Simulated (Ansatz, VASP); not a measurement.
## Cross-check of BeC2 between VASP and Ansatz

Aim: how closely do two programs agree when they are given the same cell, functional and k mesh? The cell is generated by rule, not measured, and may not be a known phase. The cell is taken from a series of runs on this material, whose earlier steps may have relaxed, scaled, displaced or heated it; both programs get it as it stands.

Calculated with Ansatz 0.2.0; plane waves, with VASP 6.6.1 beside it; PBE with D4.

The structure was built from a prototype and need not be the compound's stable phase.

## Step 1: The starting structure

The structure is tetragonal, space group I4/mmm (No. 139). The conventional cell has a = 3.642 Å, b = 3.642 Å, c = 4.642 Å, α = 90.00°, β = 90.00°, γ = 90.00°. Nearest to Be lie 2 C at 1.70 Å. Nearest to C lie 1 C at 1.25 Å and 1 Be at 1.70 Å. Farther neighbours are not listed.

## Step 2: Ansatz: relaxation of cell and atoms, PBE with D4

Ansatz runs on its default PAW (the set named soft_2) files.

The relaxed volume is the usual yardstick between codes: in a stiff, nearly cubic crystal its relative difference is about their pressure difference at one cell divided by the bulk modulus.

File input.yaml:

```yaml
crystal:
  lattice:
    - [-1.8209150856, 1.8209150856, 2.3211911044]
    - [1.8209150856, -1.8209150856, 2.3211911044]
    - [1.8209150856, 1.8209150856, -2.3211911044]
  atoms:
    - { symbol: Be, position: [0.0, 0.0, 0.0] }
    - { symbol: C, position: [0.6344098913, 0.6344098913, 0.0] }
    - { symbol: C, position: [0.3655901087, 0.3655901087, 0.0] }
kpoints:
  mp_grid: { grid: [10, 10, 10] }
hamiltonian:
  xc: pbe
  dispersion: d4
scf:
  occupations: { method: gaussian, width: 0.02 }
output:
  forces: true
  stress: true
  eigenvalues: true
relax:
  adjacent_minimum: "off"
  f_tol: 0.005
  max_steps: 80
  cell: { stress_tol: 0.05 }
```

Launch:

```
ansatz run input.yaml --threads 4 --pin off --max-ram 7168MiB --backend cpu --events-out ev --progress --plain --runs-dir out
```

Numbers of over 12 decimals in the logs are rounded to 6 here.

The log of the run:

```text
Engine: ansatz 0.2.0, aarch64-unknown-linux-gnu
Pseudopotentials: kind: paw
Pseudopotential: Be, paw, valence charge 2, recommended cutoff 420 eV (normal), Be.paw.azcp
Pseudopotential: C, paw, valence charge 4, recommended cutoff 420 eV (normal), C.paw.azcp
Functional definition: PBE
  parameter kappa = 0.804
  parameter beta = 0.066725
  exchange = pbe_x(kappa = kappa, mu = beta*pi^2/3)
  correlation = pbe_c(beta = beta)
Crystal: 3 atoms, lattice volume = 30.786 Å³
Basis set: ecut = 420 eV, 603 PW (Γ), exchange–correlation on 48×48×48 points (8 copies of the dense FFT grid, shifted against one another)
Bands: 9, of which v1, the nominal top of the filled ones, is band 5 counted from 1 (4 counted from 0)
Symmetry: 16 space group operations
Space group: I4/mmm (ITA 139), of the structure as read, at distance tolerance 3.1e-5 Å
k-points: 102 of 1000
Non-local potential: Be, projectors of the file, l = 0: 2, l = 1: 2, l = 2: 1
Non-local potential: C, projectors of the file, l = 0: 2, l = 1: 2, l = 2: 1
PAW form: soft (Blöchl's): semilocal exchange-correlation on the pseudo side does not see the compensation charge
PAW one-centre angular grid: Be, 110 points (default); XC on 64 Gauss nodes
PAW one-centre angular grid: C, 110 points (default); XC on 64 Gauss nodes
Initial density: superposition of atomic densities (neutral atoms: chi_scale 0, normalization atom), corrected by the library's trained network
Initial wavefunctions: pseudopotential atomic-orbital guess
Functional: x = pbe(κ = 0.804, μ = 0.219515), c = pbe(β = 0.066725)
SCF iter   1: F=—  HF=-592.702492 eV  |F-HF|=—  |Δ(HF+E_count)|=         —  Δρ=4.83e-3  dr2=5.56e-3  ethr=1.77e-3  ⟨swp⟩=6.2  Hψ=6853  notcnv=0
preconditioner: auto → none  [insulator: Δε(μ)=2.339 eV  Ē_g=11.938 eV  σ=0.020 eV  W_gap=1.00  n_scr=8 (ndim 8)  ℏωp=21.2 eV  f_vac=0.000  D(μ)=0.00/eV (n_scr^D=0)  ε∞_Penn≈4.1]
SCF iter   2: F=—  HF=-592.703991 eV  |F-HF|=—  |Δ(HF+E_count)|=   1.50e-3  Δρ=2.23e-3  dr2=1.20e-3  ethr=5.56e-5  ⟨swp⟩=2.5  Hψ=2402  notcnv=0
SCF iter   3: F=—  HF=-592.704751 eV  |F-HF|=—  |Δ(HF+E_count)|=   7.60e-4  Δρ=2.31e-4  dr2=1.55e-5  ethr=1.20e-5  ⟨swp⟩=2.0  Hψ=1731  notcnv=0
SCF iter   4: F=—  HF=-592.704770 eV  |F-HF|=—  |Δ(HF+E_count)|=   1.87e-5  Δρ=7.66e-5  dr2=9.12e-7  ethr=1.55e-7  ⟨swp⟩=2.5  Hψ=1419  notcnv=0
iter 5 did not close the SCF: its close was put off for the readings that it lacked (scf_convergence_deferred on its scf_iter line)
SCF iter   5: F=-592.704771 eV  HF=-592.704771 eV  |F-HF|=4.71e-9  |Δ(HF+E_count)|=   1.34e-6  Δρ=1.19e-5  dr2=2.91e-8  ethr=9.12e-9  ⟨swp⟩=2.2  Hψ=1426  notcnv=0
SCF iter   6: F=-592.704771 eV  HF=-592.704771 eV  |F-HF|=4.61e-10  |Δ(HF+E_count)|=   8.62e-9  Δρ=2.76e-6  dr2=1.89e-9  ethr=2.91e-10  ⟨swp⟩=2.7  Hψ=3324  notcnv=0
SCF 1 converged in 6 iterations: F = -592.704771 eV  dr2 = 1.89e-9
  greatest PAW one-centre occupation: 0.714 electrons in one spin orbital (limit 2), on the C atom at site 2 (counted from 0), in its partial waves of l = 0
relax step   1: F+E_penalty+E_count = -592.70477099 eV  Δ(F+E_penalty+E_count) = +0.000e0 eV  max|allowed force component| = 8.652e-3 eV/Å  Δτ_max = 0.0000 Å  P = +0.153 GPa  Ω = 30.786 Å³  (6 SCF iters, dr2 threshold 1.00e-7 eV, accepted)
[...]
relax step   3: F+E_penalty+E_count = -592.70448063 eV  Δ(F+E_penalty+E_count) = +1.583e-4 eV  max|allowed force component| = 6.604e-3 eV/Å  Δτ_max = 0.0003 Å  P = +0.031 GPa  Ω = 31.013 Å³  energy of the carried Pulay correction = -4.640e-4 eV  (6 SCF iters, dr2 threshold 1.01e-7 eV, accepted)
[...]
relax step   4: F+E_penalty+E_count = -592.70447662 eV  Δ(F+E_penalty+E_count) = +4.012e-6 eV  max|allowed force component| = 3.606e-3 eV/Å  Δτ_max = 0.0001 Å  P = -0.007 GPa  Ω = 31.016 Å³  energy of the carried Pulay correction = -4.700e-4 eV  (6 SCF iters, dr2 threshold 2.06e-8 eV, accepted)
[...]
relax step   5: F+E_penalty+E_count = -592.70500522 eV  Δ(F+E_penalty+E_count) = -5.286e-4 eV  max|allowed force component| = 3.194e-3 eV/Å  Δτ_max = 0.0000 Å  P = +0.018 GPa  Ω = 31.016 Å³  stress off target by 3.37e-2 GPa  SCF on the basis re-selected at this cell (its energy is not comparable with the rows above)  (8 SCF iters)
basis re-selected at this cell: Δ(F+E_penalty+E_count) = -5.286e-4 eV, ΔP = +0.024 GPa vs the last step (what re-selecting the basis moved, of the pressure what is left beyond the Pulay correction that the steps carried, after the strain that the cell walked since its last selection, with what the two solves' SCF thresholds leave and, on support functions, any second-order correction that the steps lacked; it is no m [...]
SCF converged after 8 iterations
Free energy (F): -592.705005 eV
Harris-Foulkes:  -592.705005 eV  (|F-HF|=0.00e0)
Internal energy: -592.705005 eV  (E = F + TS)
E sigma→0 (E₀):  -592.705005 eV
Fermi energy:    4.895261 eV
--- Per-component energies (eV) ---
  E_band       = -14.853733
  E_kinetic    = 192.423465
  E_local      = -271.094064  (includes V_loc(G=0)·N_el)
  E_nonlocal   = 61.795985
  E_hartree    = 76.123766
  E_xc         = -113.188785
  E_vxc        = -136.087040  (∫ρ·V_xc dr)
  E_paw        = -257.556545  (= ΣΔE_a)
  E_vpaw       = -14.139623  (= ΣTr[D̂ρ^β])
  E_aug_tail   = 0.000012  (compensation charges beyond the density's cutoff)
  E_ewald      = -280.659902
  E_disp       = -0.548937  (pairwise vdW)
  E_smearing   = -0.000000  (= −TS)
  E_closure    = -0.000000  (closes the sum)
  Σ components = -592.705005   (vs F -592.705005, Δ=0.00e0)
--- Forces (eV/Å), atoms counted from 1 ---
  atom   1  Be     0.00000000     0.00000000    -0.00000000
  atom   2  C     -0.00000000    -0.00000000     0.00319412
  atom   3  C     -0.00000000    -0.00000000    -0.00319412
  max |Σ_I F_I| component: 5.00e-16 eV/Å
--- Stress (GPa, compression-positive) ---
        0.033652       0.000000      -0.000000
        0.000000       0.033652      -0.000000
        0.000000       0.000000      -0.014483
  P = ⅓ Tr σ = 0.0176 GPa (0.176 kbar)
--- Band table (eV; the first three rows and the last of 102) ---
  k-point 0: bands = ["-10.2348", "-0.6267", "0.1180", "3.6992", "3.6992", "7.9272", "7.9272", "11.6049", "11.6049"]
  k-point 1: bands = ["-10.1372", "-0.7482", "-0.0973", "3.5695", "3.6573", "7.6975", "8.3814", "10.9157", "11.3789"]
  k-point 2: bands = ["-9.8664", "-1.0123", "-0.5855", "2.9481", "3.5402", "7.1695", "9.5385", "10.5478", "11.0098"]
  k-point 101: bands = ["-8.6351", "-3.5010", "0.5585", "0.5585", "1.3621", "10.5901", "10.9305", "12.1357", "12.1357"]
--- Relaxed structure (4 steps of the walk, 4 accepted, 1 SCFs on fresh bases) ---
  F+E_penalty+E_count = -592.70500522 eV   max|allowed force component| = 3.194e-3 eV/Å   (the final SCF, on the basis selected at the relaxed cell)
  cell:  # Å, volume = 31.0157 Å³
    - [-1.828111, 1.828111, 2.320151]
    - [1.828111, -1.828111, 2.320151]
    - [1.828111, 1.828111, -2.320151]
  atoms:
    - { symbol: Be, position: [0, 0, 0] }
    - { symbol: C, position: [0.634431, 0.634431, 0] }
    - { symbol: C, position: [0.365569, 0.365569, 0] }
```

## Step 3: VASP: relaxation of cell and atoms, PBE with D4

The same cell, functional, mesh and smearing now go to VASP, with its own data sets.

Lines of VASP's logs that name or quote its potential files are left out, and so is its time.

File INCAR:

```
SYSTEM = BeC2
PREC = Accurate
ENCUT = 600
EDIFF = 1E-07
NELM = 120
ISMEAR = 0
SIGMA = 0.02
LREAL = .FALSE.
ALGO = Normal
GGA = PE
IVDW = 13
NBANDS = 11
LORBIT = 11
LWAVE = .FALSE.
LCHARG = .FALSE.
ISIF = 3
IBRION = 2
NSW = 80
EDIFFG = -0.005
LASPH = .TRUE.
GGA_COMPAT = .FALSE.
NELMIN = 4
EFERMI = MIDGAP
KPAR = 2
```

File POSCAR:

```
BeC2
1.0
   -1.8209150000      1.8209150000      2.3211910000
    1.8209150000     -1.8209150000      2.3211910000
    1.8209150000      1.8209150000     -2.3211910000
Be C
1 2
Direct
    0.0000000000      0.0000000000      0.0000000000
    0.6344098784      0.6344098784      0.0000000000
    0.3655901216      0.3655901216      0.0000000000
```

File KPOINTS:

```
Automatic mesh
0
Gamma
10 10 10
0 0 0
```

Potentials, in the order of the species: Be and C (PBE family, release 64).

Launch:

```
mpirun -np 2 vasp_std
```

The log of the run:

```text
[banner, memory and clock lines left out]
running    2 mpi-ranks, on    1 nodes
 distrk:  each k-point on    1 cores,    2 groups
 distr:  one band on    1 cores,    1 groups

 POSCAR found type information on POSCAR BeC
 POSCAR found :  2 types and       3 ions
 LDA part: xc-table for (Slater+PW92), standard interpolation
 POSCAR, INCAR and KPOINTS ok, starting setup
 FFT: planning ... GRIDC
 FFT: planning ... GRID_SOFT
 FFT: planning ... GRID
 WAVECAR not read
 entering main loop
       N       E                     dE             d eps       ncg     rms          rms(c)
DAV:   1     0.187278773616E+02    0.18728E+02   -0.54145E+03  2244   0.896E+02
DAV:   2    -0.198892097544E+02   -0.38617E+02   -0.36141E+02  2914   0.157E+02
DAV:   3    -0.219779636004E+02   -0.20888E+01   -0.20788E+01  2821   0.349E+01
DAV:   4    -0.219946742775E+02   -0.16711E-01   -0.16707E-01  2594   0.372E+00
DAV:   5    -0.219948204255E+02   -0.14615E-03   -0.14614E-03  2876   0.336E-01    0.819E+00
DAV:   6    -0.199831891937E+02    0.20116E+01   -0.34929E+00  2376   0.115E+01    0.395E+00
DAV:   7    -0.197340633546E+02    0.24913E+00   -0.10486E+00  2591   0.681E+00    0.176E+00
DAV:   8    -0.197250927734E+02    0.89706E-02   -0.68566E-02  2433   0.175E+00    0.202E-01
DAV:   9    -0.197240998800E+02    0.99289E-03   -0.87695E-03  2493   0.645E-01    0.935E-02
DAV:  10    -0.197243679752E+02   -0.26810E-03   -0.64656E-04  2484   0.197E-01    0.213E-02
DAV:  11    -0.197243838177E+02   -0.15843E-04   -0.22661E-05  2627   0.421E-02    0.135E-02
DAV:  12    -0.197243831402E+02    0.67753E-06   -0.59154E-06  2585   0.158E-02    0.133E-03
DAV:  13    -0.197243831724E+02   -0.32190E-07   -0.34061E-07  2513   0.409E-03
   1 F= -.20276944E+02 E0= -.20276944E+02  d E =-.202769E+02
[... from here on, the cycles between the ionic steps are left out ...]
   2 F= -.20273870E+02 E0= -.20273870E+02  d E =0.307468E-02
   3 F= -.20277003E+02 E0= -.20277003E+02  d E =-.587040E-04
   4 F= -.20277048E+02 E0= -.20277048E+02  d E =-.444069E-04
   5 F= -.20277049E+02 E0= -.20277049E+02  d E =-.459891E-04
   6 F= -.20277094E+02 E0= -.20277094E+02  d E =-.450158E-04
   7 F= -.20277128E+02 E0= -.20277128E+02  d E =-.788029E-04
   8 F= -.20277156E+02 E0= -.20277156E+02  d E =-.106657E-03
   9 F= -.20277166E+02 E0= -.20277166E+02  d E =-.100104E-04
  10 F= -.20277166E+02 E0= -.20277166E+02  d E =-.106445E-04
  11 F= -.20277166E+02 E0= -.20277166E+02  d E =-.106355E-04
 curvature:  -0.30 expect dE=-0.128E-05 dE for cont linesearch -0.347E-08
 ZBRENT: accuracy reached
 trial: gam= 0.02098 g(F)=  0.225E-06 g(S)=  0.407E-05 ort = 0.320E-05 (trialstep = 0.144E+00)
 search vector abs. value=  0.481E-05
 bond charge predicted
       N       E                     dE             d eps       ncg     rms          rms(c)
DAV:   1    -0.197279747225E+02   -0.32157E-04   -0.32575E-06  2451   0.142E-02    0.121E-03
DAV:   2    -0.197279746555E+02    0.66980E-07   -0.94032E-08  1323   0.245E-03    0.554E-04
DAV:   3    -0.197279746102E+02    0.45346E-07   -0.40478E-08  1140   0.127E-03    0.144E-04
DAV:   4    -0.197279745955E+02    0.14658E-07   -0.45477E-09  1134   0.530E-04
  12 F= -.20277167E+02 E0= -.20277167E+02  d E =-.454877E-06
 trial-energy change:   -0.000000  1 .order   -0.000001   -0.000001   -0.000000
 step:   0.4763(harm=  0.4763)  dis= 0.00005  next Energy=   -20.277167 (dE=-0.104E-05)
 reached required accuracy - stopping structural energy minimisation
```

From OUTCAR (step 3):

```text
ion  position               nearest neighbor table
   1  0.000  0.000  0.000-   2 1.70   3 1.70
   2  0.634  0.634  0.000-   3 1.25   1 1.70
   3  0.366  0.366  0.000-   2 1.25   1 1.70

  LATTYP: Found a body centered tetragonal cell.
 ALAT       =     3.6418300000
 C/A-ratio  =     1.2747387989

 Subroutine GETGRP returns: Found 16 space group operations
 (whereof 16 operations were pure point group operations)

The static configuration has the point symmetry D_4h.

 Found    102 irreducible k-points:

   k-points           NKPTS =    102   k-points in BZ     NKDIM =    102   number of bands    NBANDS=     11

   dimension x,y,z NGX =    28 NGY =   28 NGZ =   28
   dimension x,y,z NGXF=    56 NGYF=   56 NGZF=   56

   ENCUT  =  600.0 eV  44.10 Ry    6.64 a.u.   6.92  6.92  6.92*2*pi/ulx,y,z

   NELECT =      10.0000    total number of electrons

 k-points in reciprocal lattice and weights: Automatic mesh
   0.00000000  0.00000000  0.00000000       0.001
   0.10000000  0.00000000  0.00000000       0.008
   0.20000000  0.00000000  0.00000000       0.008
   0.30000000 -0.00000000  0.00000000       0.008
   0.40000000  0.00000000 -0.00000000       0.008
   0.50000000  0.00000000  0.00000000       0.004
   0.10000000  0.10000000  0.00000000       0.008
   0.20000000  0.10000000 -0.00000000       0.016
   0.30000000  0.10000000 -0.00000000       0.016
[...]
-0.40000000 -0.40000000  0.40000000       0.002
   0.50000000  0.50000000  0.50000000       0.001

 average (electrostatic) potential at core
       1 -36.4870       2 -50.7896       3 -50.7896

 E-fermi :   3.3103

 k-point     1 :       0.0000    0.0000    0.0000
  band No.  band energies     occupation
      1     -11.8288      2.00000
      2      -2.2067      2.00000
      3      -1.4631      2.00000
      4       2.1207      2.00000
      5       2.1207      2.00000
      6       6.3350      0.00000
      7       6.3350      0.00000
      8      10.0694      0.00000
      9      10.0694      0.00000
     10      11.7476      0.00000
    ...

 k-point     2 :       0.1000    0.0000    0.0000
  band No.  band energies     occupation
      1     -11.7503      2.00000
      2      -2.4670      2.00000
      3      -1.3917      2.00000
      4       1.9567      2.00000
      5       2.0015      2.00000
      6       6.3438      0.00000
      7       6.3838      0.00000
      8       9.9084      0.00000
      9      10.1731      0.00000
     10      11.7947      0.00000
    ...

 k-point     3 :       0.2000    0.0000    0.0000
  band No.  band energies     occupation
      1     -11.5316      2.00000
      2      -3.0632      2.00000
      3      -1.2981      2.00000
      4       1.5914      2.00000
      5       1.7321      2.00000
      6       6.1584      0.00000
      7       6.3320      0.00000
      8      10.0080      0.00000
      9      10.7112      0.00000
     10      11.7464      0.00000
    ...

  DFT-D4 for vdW energy calculation

  Edisp (eV):   -0.54919

  Total       0.00095     0.00095     0.01070     0.00000    -0.00000     0.00000
  in kB       0.04922     0.04922     0.55328     0.00000    -0.00000     0.00000
  external pressure =        0.22 kB  Pullay stress =        0.00 kB

  energy-cutoff  :      600.00
  volume of cell :       30.99
      direct lattice vectors                 reciprocal lattice vectors
    -1.827923656  1.827923656  2.318778372     0.000000000  0.273534400  0.215630785
     1.827923656 -1.827923656  2.318778372     0.273534400  0.000000000  0.215630785
     1.827923656  1.827923656 -2.318778372     0.273534400  0.273534400  0.000000000

 POSITION                                       TOTAL-FORCE (eV/Angst)
 -----------------------------------------------------------------------------------
      0.00000      0.00000      0.00000        -0.000000     -0.000000     -0.000000
      0.00000      0.00000      2.94311        -0.000000     -0.000000     -0.001374
      1.82792      1.82792     -0.62434         0.000000      0.000000      0.001374
 -----------------------------------------------------------------------------------
    total drift:                                0.000000      0.000000     -0.000000

  FREE ENERGIE OF THE ION-ELECTRON SYSTEM (eV)
  ---------------------------------------------------
  free  energy   TOTEN  =       -20.2771668310 eV

  energy  without entropy=      -20.2771668310  energy(sigma->0) =      -20.27716683

 reached required accuracy - stopping structural energy minimisation

 total charge
# of ion       s       p       d       tot
------------------------------------------
    1        0.449   0.581   0.000   1.030
    2        0.937   1.639   0.000   2.576
    3        0.937   1.639   0.000   2.576
--------------------------------------------------
tot          2.323   3.860   0.000   6.183

[... 3 further parts left out ...]
```

CONTCAR:

```
BeC2
   1.00000000000000
    -1.8279236561351475    1.8279236561351475    2.3187783724768538
     1.8279236561351475   -1.8279236561351475    2.3187783724768538
     1.8279236561351475    1.8279236561351475   -2.3187783724768538
  Be              C
     1     2
Direct
     0.0000000000000000    0.0000000000000000    0.0000000000000000
     0.6346259885208706    0.6346259885208706    0.0000000000000000
     0.3653740114791295    0.3653740114791295    1.0000000000000000
```

The gap is read on the k-mesh alone, so it is an upper bound where the band edges lie off the mesh. The run keeps the 16 symmetry operations of its start, so it cannot find a distortion of lower symmetry.

## Step 4: Differences

Known differences besides the potentials themselves: the cutoff is 420 eV in Ansatz and 600 eV in VASP; Ansatz adds a Pulay correction to the stress that steers its cell, VASP none. Total energies have different zeros and are not compared.

The two programs side by side:

```csv
quantity,Ansatz,VASP,difference
volume (Å³),31.02,30.99,+0.08 %
"edge a after relaxation, in the typed setting (Å)",3.474,3.473,+0.03 %
```

## Step 5: Summary of results

| Property | Result |
| --- | --- |
| difference in volume (relaxation of cell and atoms, PBE with D4) | 0.080 % |

In words: The difference in volume is 0.080 % (relaxation of cell and atoms, PBE with D4), within the 1.2 % picked in this series as the mark of a large difference, as far as the stopping tolerances let one tell. How closely two codes agree says nothing of how well the functional describes the real material.

[Lines on the potential files, build, host, timing and source positions are cut from VASP's logs without a mark.]

[Logs are printed without paths, hosts, clocks, repeated set-up lines and the standing remarks that a program may print on its own settings, such as how far it seeks lower states.]

[Hosts, paths, dates, database ids (printed as entryN), source tags and the programs' standing remarks are cut or masked in the printed files.]
